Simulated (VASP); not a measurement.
# ZrGeSe: which input changes matter

Which changes to a sound input spoil a run on ZrGeSe, which are harmless, and which give a warning? All runs use r2SCAN. The start is a cell from a database of measured crystal structures.

Main program and level: VASP 6.6.1; r2SCAN; plane waves and PAW (Zr_sv, Ge_d, Se).

The database entry behind the starting cell differs from later determinations by our own check (about 0.4 % short), so it need not match the best structure at ambient conditions.

## Step 1: Set-up

Symmetry: P4/nmm, No. 129, tetragonal system. The conventional cell has a = 3.690 Å, b = 3.690 Å, c = 8.240 Å, α = 90.00°, β = 90.00°, γ = 90.00°. Zr has 5 Se at 2.77 to 2.88 Å and 4 Ge at 2.88 Å nearest. Ge has 4 Ge at 2.61 Å and 4 Zr at 2.88 Å nearest. Nearest to Se lie 5 Zr at 2.77 to 2.88 Å. Farther neighbours and most contacts between anions are not listed.

Coordinates:

```cif
data_structure
_symmetry_space_group_name_H-M 'P 1'
_symmetry_Int_Tables_number 1
_cell_length_a 3.6900
_cell_length_b 3.6900
_cell_length_c 8.2400
_cell_angle_alpha 90.000
_cell_angle_beta 90.000
_cell_angle_gamma 90.000
_cell_volume 112.20
loop_
_atom_site_label
_atom_site_type_symbol
_atom_site_fract_x
_atom_site_fract_y
_atom_site_fract_z
_atom_site_occupancy
Zr1 Zr 0.00000 0.50000 0.26800 1
Zr2 Zr 0.50000 0.00000 0.73200 1
Ge3 Ge 0.00000 0.00000 0.00000 1
Ge4 Ge 0.50000 0.50000 0.00000 1
Se5 Se 0.00000 0.50000 0.61800 1
Se6 Se 0.50000 0.00000 0.38200 1
```

## Step 2: Reference run

A single point gives energy, forces and stress at these settings. r2SCAN adds the kinetic-energy density, costs more than a GGA and is run with LASPH.

Contents of INCAR:

```
SYSTEM = ZrGeSe
PREC = Accurate
ENCUT = 410
EDIFF = 1E-06
NELM = 100
ISMEAR = -1
SIGMA = 0.05
LREAL = .FALSE.
ALGO = Normal
METAGGA = R2SCAN
LASPH = .TRUE.
NBANDS = 39
LORBIT = 11
LWAVE = .FALSE.
LCHARG = .FALSE.
KPAR = 4
ISIF = 2
```

Contents of POSCAR:

```
ZrGeSe
1.0
    3.6900000000      0.0000000000      0.0000000000
    0.0000000000      3.6900000000      0.0000000000
    0.0000000000      0.0000000000      8.2400000000
Zr Ge Se
2 2 2
Direct
    0.0000000000      0.5000000000      0.2680000000
    0.5000000000      0.0000000000      0.7320000000
    0.0000000000      0.0000000000      0.0000000000
    0.5000000000      0.5000000000      0.0000000000
    0.0000000000      0.5000000000      0.6180000000
    0.5000000000      0.0000000000      0.3820000000
```

Contents of KPOINTS:

```
Automatic mesh
0
Gamma
6 6 3
0 0 0
```

Potentials, in the order of the species: Zr_sv, Ge_d and Se (PBE family, release 64).

Launch:

```
$ mpirun -np 4 vasp_std
```

The program printed:

```text
[banner, memory and clock lines left out]
running    4 mpi-ranks, on    1 nodes
 distrk:  each k-point on    1 cores,    4 groups
 distr:  one band on    1 cores,    1 groups

 POSCAR found type information on POSCAR ZrGeSe
 POSCAR found :  3 types and       6 ions
|                                                                             |
|               ----> ADVICE to this user running VASP <----                  |
|                                                                             |
|     You enforced a specific xc type in the INCAR file but a different       |
|     [... a line on the potential file left out ...]
|     I HOPE YOU KNOW WHAT YOU ARE DOING!                                     |
|                                                                             |

 LDA part: xc-table for (None), standard interpolation
 POSCAR, INCAR and KPOINTS ok, starting setup
 FFT: planning ... GRIDC
 FFT: planning ... GRID_SOFT
 FFT: planning ... GRID
 WAVECAR not read
 entering main loop
       N       E                     dE             d eps       ncg     rms          rms(c)
DAV:   1     0.618925718137E+03    0.61893E+03   -0.27640E+04  2013   0.304E+03
DAV:   2    -0.264637446395E+01   -0.62157E+03   -0.59731E+03  1623   0.850E+02
DAV:   3    -0.116649888783E+03   -0.11400E+03   -0.10977E+03  2122   0.204E+02
DAV:   4    -0.126579385682E+03   -0.99295E+01   -0.98498E+01  2345   0.596E+01
DAV:   5    -0.127144511980E+03   -0.56513E+00   -0.56407E+00  2394   0.120E+01    0.215E+01
DAV:   6    -0.108686633265E+03    0.18458E+02   -0.11773E+01  2570   0.349E+01    0.667E+00
DAV:   7    -0.108853831766E+03   -0.16720E+00   -0.18680E+00  2008   0.768E+00    0.235E+00
DAV:   8    -0.108886204952E+03   -0.32373E-01   -0.14152E-01  2324   0.293E+00    0.904E-01
DAV:   9    -0.108889195327E+03   -0.29904E-02   -0.22149E-02  2256   0.940E-01    0.217E-01
DAV:  10    -0.108890379512E+03   -0.11842E-02   -0.27742E-03  2266   0.364E-01    0.125E-01
DAV:  11    -0.108890645753E+03   -0.26624E-03   -0.40421E-04  2297   0.126E-01    0.219E-02
DAV:  12    -0.108890650144E+03   -0.43908E-05   -0.45251E-05  2113   0.516E-02    0.837E-03
DAV:  13    -0.108890649973E+03    0.17056E-06   -0.37476E-06  1530   0.127E-02
   1 F= -.10889065E+03 E0= -.10888721E+03  d E =-.687796E-02
```

The job ended after 67 s (4 MPI ranks of Intel Xeon Platinum 8259CL at 2.50GHz (Skylake/Cascade Lake), shared host; peak memory 0.82 GiB).

Lines that name or quote the potential files are left out of all logs, and their timing lines are given in words.

Parts of OUTCAR (step 2):

```text
ion  position               nearest neighbor table
   1  0.000  0.500  0.268-   6 2.77   6 2.77   6 2.77   6 2.77   4 2.88   4 2.88   3 2.88   3 2.88
                             5 2.88
   2  0.500  0.000  0.732-   5 2.77   5 2.77   5 2.77   5 2.77   4 2.88   3 2.88   3 2.88   4 2.88
                             6 2.88
   3  0.000  0.000  0.000-   4 2.61   4 2.61   4 2.61   4 2.61   2 2.88   2 2.88   1 2.88   1 2.88

  LATTYP: Found a simple tetragonal cell.
 ALAT       =     3.6900000000
 C/A-ratio  =     2.2330623306

 Subroutine GETGRP returns: Found 16 space group operations
 (whereof  8 operations were pure point group operations)

The static configuration has the point symmetry D_2d.
 The point group associated with its full space group is D_4h.

 Found     20 irreducible k-points:

   k-points           NKPTS =     20   k-points in BZ     NKDIM =     20   number of bands    NBANDS=     39

   dimension x,y,z NGX =    24 NGY =   24 NGZ =   54
   dimension x,y,z NGXF=    48 NGYF=   48 NGZF=  108

   ENCUT  =  410.0 eV  30.13 Ry    5.49 a.u.   6.09  6.09 13.60*2*pi/ulx,y,z

   NELECT =      64.0000    total number of electrons

 k-points in reciprocal lattice and weights: Automatic mesh
   0.00000000  0.00000000  0.00000000       0.009
   0.16666667  0.00000000  0.00000000       0.037
   0.33333333  0.00000000  0.00000000       0.037
   0.50000000  0.00000000  0.00000000       0.019
   0.16666667  0.16666667  0.00000000       0.037
   0.33333333  0.16666667  0.00000000       0.074
   0.50000000  0.16666667  0.00000000       0.037
   0.33333333  0.33333333  0.00000000       0.037
   0.50000000  0.33333333  0.00000000       0.037
[...]
0.50000000  0.33333333  0.33333333       0.074
   0.50000000  0.50000000  0.33333333       0.019

 average (electrostatic) potential at core
       1 -81.2019       2 -81.2019       3 -75.2807       4 -75.2807       5 -54.5970
       6 -54.5970

 E-fermi :   8.7940

 k-point     1 :       0.0000    0.0000    0.0000
  band No.  band energies     occupation
    ...
     29       6.5608      2.00000
     30       6.8560      2.00000
     31       6.8560      2.00000
     32       7.7754      2.00000
     33       8.6106      1.95027
     34       9.2779      0.00013
     35       9.9892      0.00000
     36      10.1321      0.00000
     37      10.1321      0.00000
     38      10.1562      0.00000
    ...

 k-point     2 :       0.1667    0.0000    0.0000
  band No.  band energies     occupation
    ...
     28       6.2163      2.00000
     29       6.2672      2.00000
     30       6.9840      2.00000
     31       7.3044      2.00000
     32       7.7723      2.00000
     33       9.3770      0.00002
     34       9.5648      0.00000
     35       9.6423      0.00000
     36      10.0298      0.00000
     37      10.3038      0.00000
    ...

 k-point     3 :       0.3333    0.0000    0.0000
  band No.  band energies     occupation
    ...
     28       5.3905      2.00000
     29       6.9812      2.00000
     30       7.1109      2.00000
     31       7.2796      2.00000
     32       8.4151      1.99898
     33       9.2735      0.00014
     34       9.7004      0.00000
     35      10.2441      0.00000
     36      10.6355      0.00000
     37      10.9141      0.00000
    ...

  Total        2.7010490      2.7010490      1.4251642      0.0000000      0.0000000      0.0000000
  in kB       38.5711958     38.5711958     20.3514589      0.0000000      0.0000000      0.0000000
  external PRESSURE =      32.4979502 kB  Pullay stress =       0.0000000 kB

  energy-cutoff  :      410.00
  volume of cell :      112.20
      direct lattice vectors                 reciprocal lattice vectors
     3.690000000  0.000000000  0.000000000     0.271002710  0.000000000  0.000000000
     0.000000000  3.690000000  0.000000000     0.000000000  0.271002710  0.000000000
     0.000000000  0.000000000  8.240000000     0.000000000  0.000000000  0.121359223

 POSITION                                       TOTAL-FORCE (eV/Angst)
 -----------------------------------------------------------------------------------
      0.00000      1.84500      2.20832         0.000000     -0.000000     -0.622330
      1.84500      0.00000      6.03168        -0.000000      0.000000      0.622330
      0.00000      0.00000      0.00000        -0.000000      0.000000     -0.000000
      1.84500      1.84500      0.00000         0.000000     -0.000000     -0.000000
      0.00000      1.84500      5.09232        -0.000000     -0.000000      0.201780
      1.84500      0.00000      3.14768        -0.000000      0.000000     -0.201780
 -----------------------------------------------------------------------------------
    total drift:                                0.000000     -0.000000     -0.000000

  FREE ENERGIE OF THE ION-ELECTRON SYSTEM (eV)
  ---------------------------------------------------
  free  energy   TOTEN  =      -108.8906499735 eV

  energy  without entropy=     -108.8837720160  energy(sigma->0) =     -108.88721099

 total charge
# of ion       s       p       d       tot
------------------------------------------
    1        2.138   5.985   1.575   9.697
    2        2.138   5.985   1.575   9.697
    3        1.113   1.313  10.041  12.467
    4        1.113   1.313  10.041  12.467
    5        1.443   2.514   0.045   4.002
    6        1.443   2.514   0.045   4.002
--------------------------------------------------
tot          9.386  19.624  23.322  52.332

[... 3 further parts left out ...]
```

The k-mesh is coarse for a metal. The PAW data sets were made with PBE, which is usual practice but a small mismatch for other functionals. At this level the cell is under a pressure of 3.2 GPa, so at these settings it is away from equilibrium. The electron count would fill whole bands, but the bands touch or overlap. That can be a semimetal, a small gap that the functional closes or, with several bands partly filled, an ordinary metal.

This step gave:

```yaml
scf_cycles: 13
electrons: 64
bands: 39
irreducible_k_points: 20
symmetry_operations: 16
free_energy_toten: -108.8906 eV
energy_at_zero_smearing: -108.8872 eV
fermi_energy: 8.794 eV
pressure: 3.250 GPa
metallic_judged_on_the_points_sampled: yes
```

Force by atom:

```csv
atom,x (eV/Å),y (eV/Å),z (eV/Å),size
Zr1,0.000,0.000,-0.622,0.622
Zr2,0.000,0.000,0.622,0.622
Ge3,0.000,0.000,0.000,0.000
Ge4,0.000,0.000,0.000,0.000
Se5,0.000,0.000,0.202,0.202
Se6,0.000,0.000,-0.202,0.202
```

The pressure is 3.25 GPa and the largest force 0.622 eV/Å, so the cell is not at a minimum at these settings.

(Continued in part 2 of 4.)

[Lines on the potential files, build, host, timing and source positions are cut from VASP's logs without a mark.]

[Logs are printed without paths, hosts, clocks, repeated set-up lines and the standing remarks that a program may print on its own settings, such as how far it seeks lower states.]

[Hosts, paths, dates, database ids (printed as entryN), source tags and the programs' standing remarks are cut or masked in the printed files.]

[A measured line is paired with the nearest computed mode of its activity, which favours agreement.]

[In band tables of VASP the shares of atoms and orbitals are scaled to a sum of 1 inside the atoms' spheres.]
